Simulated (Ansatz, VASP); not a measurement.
**TiB2 in two plane-wave programs**

Aim: how closely do two programs agree when they are given the same cell, functional and k mesh? The cell is taken from a series of runs on this material, whose earlier steps may have relaxed, scaled, displaced or heated it; both programs get it as it stands.

Program: Ansatz 0.2.0. Level of theory: plane waves, with VASP 6.6.1 beside it; LDA. Results are calculated unless marked as measured.

### 1. Starting point

Symmetry: P6/mmm, No. 191, hexagonal system. Conventional cell: a = 3.045 Å, b = 3.045 Å, c = 3.238 Å, α = 90.00°, β = 90.00°, γ = 120.00°. Nearest to B lie 3 B at 1.76 Å and 6 Ti at 2.39 Å. Nearest to Ti lie 12 B at 2.39 Å. Farther neighbours are not listed.

As a file:

```cif
data_structure
_symmetry_space_group_name_H-M 'P 1'
_symmetry_Int_Tables_number 1
_cell_length_a 3.0447
_cell_length_b 3.0447
_cell_length_c 3.2381
_cell_angle_alpha 90.000
_cell_angle_beta 90.000
_cell_angle_gamma 120.000
_cell_volume 26.00
loop_
_atom_site_label
_atom_site_type_symbol
_atom_site_fract_x
_atom_site_fract_y
_atom_site_fract_z
_atom_site_occupancy
B1 B 0.33333 0.66667 0.50000 1
B2 B 0.66667 0.33333 0.50000 1
Ti3 Ti 0.00000 0.00000 0.00000 1
```

### 2. VASP: zone-centre phonons, LDA

Second derivatives magnify differences that forces hide, and they need a tight electronic threshold.

Lines of VASP's logs that name or quote its potential files are left out, and so is its time.

File INCAR:

```
SYSTEM = TiB2
PREC = Accurate
ENCUT = 500
EDIFF = 1E-08
NELM = 120
ISMEAR = 1
SIGMA = 0.2
LREAL = .FALSE.
ALGO = Normal
GGA = PW92
NBANDS = 15
LASPH = .TRUE.
LORBIT = 11
LWAVE = .FALSE.
LCHARG = .FALSE.
ISIF = 2
IBRION = 8
GGA_COMPAT = .FALSE.
KPAR = 2
```

File POSCAR:

```
TiB2
1.0
    3.0446987424      0.0000000000      0.0000000000
   -1.5223493712      2.6367864578      0.0000000000
    0.0000000000      0.0000000000      3.2381211333
B Ti
2 1
Direct
    0.3333333333      0.6666666667      0.5000000000
    0.6666666667      0.3333333333      0.5000000000
    0.0000000000      0.0000000000      0.0000000000
```

File KPOINTS:

```
Automatic mesh
0
Gamma
18 18 16
0 0 0
```

Potentials, in the order of the species: B and Ti_sv (LDA family, release 64).

Started as:

```console
$ mpirun -np 2 vasp_std
```

Numbers of over 12 decimals in the logs are rounded to 6 here.

Output:

```text
[banner, memory and clock lines left out]
running    2 mpi-ranks, on    1 nodes
 distrk:  each k-point on    1 cores,    2 groups
 distr:  one band on    1 cores,    1 groups

 POSCAR found type information on POSCAR B Ti
 POSCAR found :  2 types and       3 ions
|                                                                             |
|               ----> ADVICE to this user running VASP <----                  |
|                                                                             |
|     You enforced a specific xc type in the INCAR file but a different       |
|     [... a line on the potential file left out ...]
|     I HOPE YOU KNOW WHAT YOU ARE DOING!                                     |
|                                                                             |

 LDA part: xc-table for (Slater(with rela. corr.)+PW92), standard interpolation
 POSCAR, INCAR and KPOINTS ok, starting setup
 FFT: planning ... GRIDC
 FFT: planning ... GRID_SOFT
 FFT: planning ... GRID
 WAVECAR not read
 entering main loop
       N       E                     dE             d eps       ncg     rms          rms(c)
DAV:   1     0.117641775059E+03    0.11764E+03   -0.89315E+03 10006   0.132E+03
DAV:   2    -0.245854271420E+02   -0.14223E+03   -0.13798E+03 10515   0.349E+02
DAV:   3    -0.318727429282E+02   -0.72873E+01   -0.72076E+01 14412   0.771E+01
DAV:   4    -0.320770543287E+02   -0.20431E+00   -0.20399E+00 12254   0.114E+01
DAV:   5    -0.320823936051E+02   -0.53393E-02   -0.53390E-02 14840   0.158E+00    0.160E+01
DAV:   6    -0.268902736973E+02    0.51921E+01   -0.22916E+01 14204   0.518E+01    0.362E+00
DAV:   7    -0.268615756736E+02    0.28698E-01   -0.14827E+00 10931   0.143E+01    0.320E+00
DAV:   8    -0.268552471494E+02    0.63285E-02   -0.97858E-02 16918   0.274E+00    0.936E-01
DAV:   9    -0.268535740569E+02    0.16731E-02   -0.43283E-02 12567   0.284E+00    0.291E-01
DAV:  10    -0.268528444071E+02    0.72965E-03   -0.43122E-03 13665   0.806E-01    0.570E-02
DAV:  11    -0.268528609082E+02   -0.16501E-04   -0.34752E-04 14491   0.195E-01    0.612E-02
DAV:  12    -0.268528423035E+02    0.18605E-04   -0.99121E-05 12546   0.128E-01    0.783E-03
DAV:  13    -0.268528414040E+02    0.89948E-06   -0.44701E-06 12062   0.234E-02    0.218E-03
DAV:  14    -0.268528414721E+02   -0.68062E-07   -0.23905E-07 12084   0.438E-03    0.795E-04
DAV:  15    -0.268528414416E+02    0.30532E-07   -0.37373E-08 12224   0.158E-03    0.442E-04
DAV:  16    -0.268528414442E+02   -0.26712E-08   -0.35981E-09  5905   0.690E-04
   1 F= -.26852841E+02 E0= -.26853081E+02  d E =0.717439E-03
 Linear response reoptimize wavefunctions to high precision
DAV:   1    -0.268528414443E+02   -0.15007E-10   -0.68708E-10  7539   0.232E-04
 Linear response DOF=           4
 Linear response progress:
  Degree of freedom:   1/  4
       N       E                     dE             d eps       ncg     rms          rms(c)
RMM:   1    -0.503072609209E-01   -0.50307E-01   -0.26996E-02102921   0.136E+00
RMM:   2    -0.447150508630E-01    0.55922E-02   -0.29955E-03 85450   0.365E-01    0.166E-01
RMM:   3    -0.445407149593E-01    0.17434E-03   -0.11328E-03 86028   0.185E-01    0.822E-02
RMM:   4    -0.451117973973E-01   -0.57108E-03   -0.78346E-04 85415   0.141E-01    0.913E-03
RMM:   5    -0.451023889690E-01    0.94084E-05   -0.13616E-04104049   0.522E-02    0.331E-03
RMM:   6    -0.451239696979E-01   -0.21581E-04   -0.31775E-05109356   0.223E-02    0.135E-03
RMM:   7    -0.451159370164E-01    0.80327E-05   -0.54452E-06105859   0.923E-03    0.450E-04
RMM:   8    -0.451214966419E-01   -0.55596E-05   -0.12812E-06108743   0.441E-03    0.202E-04
RMM:   9    -0.451202077509E-01    0.12889E-05   -0.32984E-07109640   0.213E-03    0.640E-05
RMM:  10    -0.451201562858E-01    0.51465E-07   -0.18178E-07109759   0.105E-03    0.222E-05
RMM:  11    -0.451203354545E-01   -0.17917E-06    0.52155E-09109930   0.541E-04    0.136E-05
RMM:  12    -0.451203211603E-01    0.14294E-07   -0.24492E-08110842   0.289E-04    0.770E-06
RMM:  13    -0.451202897672E-01    0.31393E-07   -0.17702E-08111223   0.152E-04    0.359E-06
RMM:  14    -0.451202894842E-01    0.28304E-09   -0.20779E-08113823   0.855E-05    0.783E-07
 first order change of Fermi-energy   0.61165E-04
 force on displaced ion       1 direction 1 : -17.749  -0.000   0.000
 Linear response progress:
  Degree of freedom:   2/  4
       N       E                     dE             d eps       ncg     rms          rms(c)
RMM:   1    -0.462643064405E-01   -0.46264E-01    0.10501E-02 33027   0.167E+00
RMM:   2    -0.443207208881E-01    0.19436E-02   -0.24027E-03 30134   0.344E-01    0.128E-01
RMM:   3    -0.442578352670E-01    0.62886E-04   -0.10302E-03 30658   0.181E-01    0.619E-02
RMM:   4    -0.446991181620E-01   -0.44128E-03   -0.55293E-04 31288   0.126E-01    0.121E-02
RMM:   5    -0.447400668227E-01   -0.40949E-04   -0.11131E-04 35518   0.519E-02    0.350E-03
RMM:   6    -0.447674516789E-01   -0.27385E-04   -0.22105E-05 37453   0.230E-02    0.141E-03
RMM:   7    -0.447540316531E-01    0.13420E-04   -0.47498E-06 36487   0.103E-02    0.498E-04
RMM:   8    -0.447558148038E-01   -0.17832E-05   -0.12582E-06 37458   0.520E-03    0.196E-04
RMM:   9    -0.447561126974E-01   -0.29789E-06   -0.54481E-07 37309   0.248E-03    0.115E-04
RMM:  10    -0.447559359391E-01    0.17676E-06   -0.56012E-07 36863   0.131E-03    0.748E-05
RMM:  11    -0.447564451958E-01   -0.50926E-06   -0.47282E-07 36911   0.662E-04    0.356E-05
RMM:  12    -0.447564015618E-01    0.43634E-07   -0.21362E-07 38401   0.354E-04    0.680E-06
RMM:  13    -0.447563839776E-01    0.17584E-07   -0.20732E-07 38422   0.179E-04    0.545E-06
RMM:  14    -0.447563765357E-01    0.74419E-08   -0.93890E-08 37311   0.990E-05    0.109E-05
 first order change of Fermi-energy  -0.24522E-03
 force on displaced ion       1 direction 3 :  -0.000   0.000  -9.096
 Linear response progress:
  Degree of freedom:   3/  4
       N       E                     dE             d eps       ncg     rms          rms(c)
RMM:   1    -0.681572611634E+00   -0.68157E+00    0.73829E+00 24875   0.129E+02
RMM:   2    -0.647813415275E+00    0.33759E-01   -0.32680E-01 40986   0.510E+00    0.170E-01
RMM:   3    -0.646242156089E+00    0.15713E-02   -0.21826E-02 48305   0.121E+00    0.729E-02
RMM:   4    -0.646045155761E+00    0.19700E-03   -0.12609E-02 54738   0.546E-01    0.204E-02
RMM:   5    -0.646822154485E+00   -0.77700E-03   -0.10267E-03 55900   0.183E-01    0.112E-02
RMM:   6    -0.647163474356E+00   -0.34132E-03   -0.26746E-04 57201   0.800E-02    0.374E-03
RMM:   7    -0.647288638235E+00   -0.12516E-03   -0.61330E-05 57783   0.358E-02    0.134E-03
RMM:   8    -0.647335782579E+00   -0.47144E-04   -0.18900E-05 58252   0.162E-02    0.267E-04
RMM:   9    -0.647346666372E+00   -0.10884E-04   -0.10844E-05 59778   0.842E-03    0.925E-05
RMM:  10    -0.647348034121E+00   -0.13677E-05   -0.79192E-06 60885   0.444E-03    0.922E-05
RMM:  11    -0.647349175209E+00   -0.11411E-05   -0.54792E-06 61332   0.268E-03    0.111E-04
RMM:  12    -0.647335941337E+00    0.13234E-04   -0.35986E-06 54010   0.211E-03    0.523E-04
RMM:  13    -0.647352598881E+00   -0.16658E-04   -0.33465E-06 48889   0.177E-03    0.598E-05
RMM:  14    -0.647353864105E+00   -0.12652E-05   -0.27807E-06 58352   0.111E-03    0.315E-05
RMM:  15    -0.647353934993E+00   -0.70889E-07   -0.23113E-06 60462   0.843E-04    0.371E-05
RMM:  16    -0.647354700346E+00   -0.76535E-06   -0.20163E-06 56505   0.696E-04    0.343E-05
RMM:  17    -0.647354938084E+00   -0.23774E-06   -0.17142E-06 56380   0.591E-04    0.278E-05
RMM:  18    -0.647354506271E+00    0.43181E-06   -0.14248E-06 54993   0.519E-04    0.313E-05
RMM:  19    -0.647354538637E+00   -0.32366E-07   -0.12307E-06 61150   0.450E-04    0.345E-05
RMM:  20    -0.647354962799E+00   -0.42416E-06   -0.10498E-06 50286   0.406E-04    0.378E-05
RMM:  21    -0.647354992552E+00   -0.29752E-07   -0.89441E-07 58531   0.355E-04    0.412E-05
RMM:  22    -0.647355009671E+00   -0.17119E-07   -0.78308E-07 51736   0.316E-04    0.434E-05
RMM:  23    -0.647354937902E+00    0.71769E-07   -0.66877E-07 50997   0.287E-04    0.449E-05
 first order change of Fermi-energy   0.26903E-03
 force on displaced ion       3 direction 1 : -13.337   0.000   0.000
 Linear response progress:
  Degree of freedom:   4/  4
       N       E                     dE             d eps       ncg     rms          rms(c)
RMM:   1    -0.786927754781E+00   -0.78693E+00   -0.15681E-02 10256   0.126E+02
RMM:   2    -0.741979227371E+00    0.44949E-01   -0.30740E-01 16345   0.472E+00    0.186E-01
RMM:   3    -0.740912935265E+00    0.10663E-02   -0.22712E-02 19068   0.115E+00    0.820E-02
RMM:   4    -0.741423774292E+00   -0.51084E-03   -0.16279E-02 20994   0.563E-01    0.276E-02
RMM:   5    -0.742420730828E+00   -0.99696E-03   -0.13407E-03 21961   0.185E-01    0.194E-02
RMM:   6    -0.743589703363E+00   -0.11690E-02   -0.26491E-04 19557   0.946E-02    0.912E-03
RMM:   7    -0.743189490940E+00    0.40021E-03   -0.79006E-05 20880   0.417E-02    0.298E-03
RMM:   8    -0.743288862388E+00   -0.99371E-04   -0.23341E-05 22477   0.194E-02    0.616E-04
RMM:   9    -0.743305064307E+00   -0.16202E-04   -0.12760E-05 23409   0.975E-03    0.239E-04
RMM:  10    -0.743300982270E+00    0.40820E-05   -0.10049E-05 23462   0.538E-03    0.210E-04
RMM:  11    -0.743304360437E+00   -0.33782E-05   -0.75340E-06 23211   0.327E-03    0.136E-04
RMM:  12    -0.743311426120E+00   -0.70657E-05   -0.58739E-06 21818   0.237E-03    0.290E-05
RMM:  13    -0.743311370769E+00    0.55351E-07   -0.47806E-06 24122   0.167E-03    0.126E-05
RMM:  14    -0.743311485688E+00   -0.11492E-06   -0.39883E-06 24313   0.129E-03    0.139E-05
RMM:  15    -0.743311302587E+00    0.18310E-06   -0.31290E-06 23197   0.104E-03    0.253E-05
RMM:  16    -0.743311342812E+00   -0.40225E-07   -0.27602E-06 24135   0.858E-04    0.317E-05
RMM:  17    -0.743311402056E+00   -0.59244E-07   -0.21708E-06 22782   0.727E-04    0.358E-05
RMM:  18    -0.743311437483E+00   -0.35427E-07   -0.20252E-06 22150   0.624E-04    0.399E-05
RMM:  19    -0.743311219121E+00    0.21836E-06   -0.16147E-06 21471   0.549E-04    0.480E-05
RMM:  20    -0.743311187817E+00    0.31303E-07   -0.14561E-06 22820   0.476E-04    0.525E-05
RMM:  21    -0.743311265266E+00   -0.77449E-07   -0.11573E-06 20310   0.418E-04    0.525E-05
RMM:  22    -0.743311252806E+00    0.12460E-07   -0.11063E-06 20036   0.364E-04    0.556E-05
 first order change of Fermi-energy   0.20851E-02
 force on displaced ion       3 direction 3 :  -0.000   0.000 -12.849
 Linear response finished
```

OUTCAR, selected parts (step 2):

```text
ion  position               nearest neighbor table
   1  0.333  0.667  0.500-   2 1.76   2 1.76   2 1.76   3 2.39   3 2.39   3 2.39   3 2.39   3 2.39
                             3 2.39
   2  0.667  0.333  0.500-   1 1.76   1 1.76   1 1.76   3 2.39   3 2.39   3 2.39   3 2.39   3 2.39
                             3 2.39
   3  0.000  0.000  0.000-   1 2.39   2 2.39   1 2.39   2 2.39   2 2.39   2 2.39   1 2.39   1 2.39
                             2 2.39   2 2.39   1 2.39   1 2.39

  LATTYP: Found a hexagonal cell.
 ALAT       =     3.0446987424
 C/A-ratio  =     1.0635275958

 Subroutine GETGRP returns: Found 24 space group operations
 (whereof 24 operations were pure point group operations)

The static configuration has the point symmetry D_6h.

 Found    333 irreducible k-points:

   k-points           NKPTS =    333   k-points in BZ     NKDIM =    333   number of bands    NBANDS=     15

   dimension x,y,z NGX =    24 NGY =   24 NGZ =   24
   dimension x,y,z NGXF=    48 NGYF=   48 NGZF=   48

   ENCUT  =  500.0 eV  36.75 Ry    6.06 a.u.   5.55  5.55  5.90*2*pi/ulx,y,z

   NELECT =      18.0000    total number of electrons

 k-points in reciprocal lattice and weights: Automatic mesh
   0.00000000  0.00000000  0.00000000       0.000
   0.05555556  0.00000000  0.00000000       0.001
   0.11111111  0.00000000  0.00000000       0.001
   0.16666667  0.00000000  0.00000000       0.001
   0.22222222  0.00000000  0.00000000       0.001
   0.27777778  0.00000000  0.00000000       0.001
   0.33333333  0.00000000  0.00000000       0.001
   0.38888889  0.00000000  0.00000000       0.001
   0.44444444  0.00000000  0.00000000       0.001
[...]
0.33333333  0.27777778  0.50000000       0.002
   0.33333333  0.33333333  0.50000000       0.000

 average (electrostatic) potential at core
       1 -27.7065       2 -27.7065       3 -71.0865

  Total       -2.3060038     -2.3060038     -2.2929344      0.0000000     -0.0000000      0.0000000
  in kB     -142.1209914   -142.1209914   -141.3155095      0.0000000     -0.0000000      0.0000000
  external PRESSURE =    -141.8524974 kB  Pullay stress =       0.0000000 kB

  energy-cutoff  :      500.00
  volume of cell :       26.00
      direct lattice vectors                 reciprocal lattice vectors
     3.044698742  0.000000000  0.000000000     0.328439719  0.189624760  0.000000000
    -1.522349371  2.636786458  0.000000000     0.000000000  0.379249521  0.000000000
     0.000000000  0.000000000  3.238121133     0.000000000  0.000000000  0.308821060

 POSITION                                       TOTAL-FORCE (eV/Angst)
 -----------------------------------------------------------------------------------
     -0.00000      1.75786      1.61906        -0.000000     -0.000000      0.000000
      1.52235      0.87893      1.61906         0.000000      0.000000      0.000000
      0.00000      0.00000      0.00000         0.000000      0.000000      0.000000
 -----------------------------------------------------------------------------------
    total drift:                               -0.000000      0.000000      0.000000

 Eigenvectors and eigenvalues of the dynamical matrix
 ----------------------------------------------------

   1 f  =   25.535330 THz   160.443212 2PiTHz  851.766934 cm-1   105.605593 meV
             X         Y         Z           dx          dy          dz
     -0.000000  1.757858  1.619061    -0.000002   -0.707107   -0.000000
      1.522349  0.878929  1.619061     0.000002    0.707107    0.000000
      0.000000  0.000000  0.000000     0.000000   -0.000000    0.000000

   2 f  =   25.535330 THz   160.443212 2PiTHz  851.766934 cm-1   105.605593 meV
             X         Y         Z           dx          dy          dz
     -0.000000  1.757858  1.619061    -0.707107    0.000002    0.000000
      1.522349  0.878929  1.619061     0.707107   -0.000002   -0.000000
      0.000000  0.000000  0.000000    -0.000000    0.000000    0.000000

   3 f  =   16.322756 THz   102.558902 2PiTHz  544.468541 cm-1    67.505465 meV
             X         Y         Z           dx          dy          dz
     -0.000000  1.757858  1.619061     0.000000    0.000000    0.707107
      1.522349  0.878929  1.619061     0.000000    0.000000   -0.707107
      0.000000  0.000000  0.000000    -0.000000   -0.000000   -0.000000

   4 f  =   14.782922 THz    92.883838 2PiTHz  493.105197 cm-1    61.137225 meV
             X         Y         Z           dx          dy          dz
     -0.000000  1.757858  1.619061    -0.000000    0.586723    0.000000
      1.522349  0.878929  1.619061    -0.000000    0.586723    0.000000
      0.000000  0.000000  0.000000     0.000000   -0.558133   -0.000000

   5 f  =   14.782922 THz    92.883838 2PiTHz  493.105197 cm-1    61.137225 meV
             X         Y         Z           dx          dy          dz
     -0.000000  1.757858  1.619061     0.586723    0.000000   -0.000000
      1.522349  0.878929  1.619061     0.586723   -0.000000    0.000000
      0.000000  0.000000  0.000000    -0.558133   -0.000000   -0.000000

   6 f  =   14.505171 THz    91.138678 2PiTHz  483.840427 cm-1    59.988540 meV
             X         Y         Z           dx          dy          dz
     -0.000000  1.757858  1.619061    -0.000000    0.000000   -0.586630
      1.522349  0.878929  1.619061     0.000000    0.000000   -0.586630
      0.000000  0.000000  0.000000    -0.000000   -0.000000    0.558328

   7 f/i=    0.006600 THz     0.041468 2PiTHz    0.220149 cm-1     0.027295 meV
             X         Y         Z           dx          dy          dz
     -0.000000  1.757858  1.619061     0.107822    0.379645   -0.000000
      1.522349  0.878929  1.619061     0.107822    0.379645   -0.000000
      0.000000  0.000000  0.000000     0.226690    0.798185   -0.000000

   8 f/i=    0.006600 THz     0.041468 2PiTHz    0.220149 cm-1     0.027295 meV
             X         Y         Z           dx          dy          dz
     -0.000000  1.757858  1.619061    -0.379645    0.107822   -0.000000
      1.522349  0.878929  1.619061    -0.379645    0.107822   -0.000000
      0.000000  0.000000  0.000000    -0.798185    0.226690   -0.000000

   9 f/i=    0.009881 THz     0.062085 2PiTHz    0.329598 cm-1     0.040865 meV
             X         Y         Z           dx          dy          dz
     -0.000000  1.757858  1.619061    -0.000000    0.000000    0.394797
      1.522349  0.878929  1.619061    -0.000000    0.000000    0.394797
      0.000000  0.000000  0.000000    -0.000000    0.000000    0.829620

 ELASTIC MODULI CONTR FROM IONIC RELAXATION (kBar)
 Direction    XX          YY          ZZ          XY          YZ          ZX
 --------------------------------------------------------------------------------
 XX         -32.4489     32.4489      0.0000      0.0000     -0.0000      0.0000
 YY          32.4489    -32.4489      0.0000     -0.0000      0.0000      0.0000
 ZZ           0.0000      0.0000      0.0000      0.0000      0.0000      0.0000
 XY           0.0000     -0.0000      0.0000    -32.4489      0.0000      0.0000
 YZ          -0.0000      0.0000      0.0000      0.0000     -0.0000      0.0000
 ZX           0.0000      0.0000      0.0000      0.0000      0.0000      0.0000
 --------------------------------------------------------------------------------
```

(Part 1 of 2 ends here.)

[Lines on the potential files, build, host, timing and source positions are cut from VASP's logs without a mark.]

[Logs are printed without paths, hosts, clocks, repeated set-up lines and the standing remarks that a program may print on its own settings, such as how far it seeks lower states.]

[Hosts, paths, dates, database ids (printed as entryN), source tags and the programs' standing remarks are cut or masked in the printed files.]
